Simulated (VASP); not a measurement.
Input:

```xyz
1
Lattice="-1.7440 1.7440 2.6906 1.7440 -1.7440 2.6906 1.7440 1.7440 -2.6906" Properties=species:S:1:pos:R:3 pbc="T T T"
In     0.0000     0.0000     0.0000
```

The numbers are results of vdW-DF2, VASP's PBE PAW potentials (set 64) (plane waves; VASP 6.6.1), not measurements. Run with 520 eV cut-off, Gaussian smearing of 0.050 eV, potentials In_d.

Q: Give the energies of bands 6 to 9 at the high-symmetry points, in eV from the Fermi level.

A: 
| band | Γ | X | P | N | M | S | R |
|---|---|---|---|---|---|---|---|
| 6 | -8.15 | -2.38 | -2.21 | -4.36 | -3.49 | -3.17 | -2.59 |
| 7 | 8.29 | -1.22 | 0.24 | -2.30 | -1.84 | -0.67 | 0.14 |
| 8 | 8.30 | 2.92 | 0.24 | 5.90 | 4.15 | -0.03 | 0.42 |
| 9 | 8.30 | 3.46 | 2.02 | 7.37 | 4.15 | 5.25 | 1.58 |

It has no gap at this level: it comes out as a metal or semimetal.

The compound is In in the bct structure. It was relaxed first, which changed the volume by +25 %.
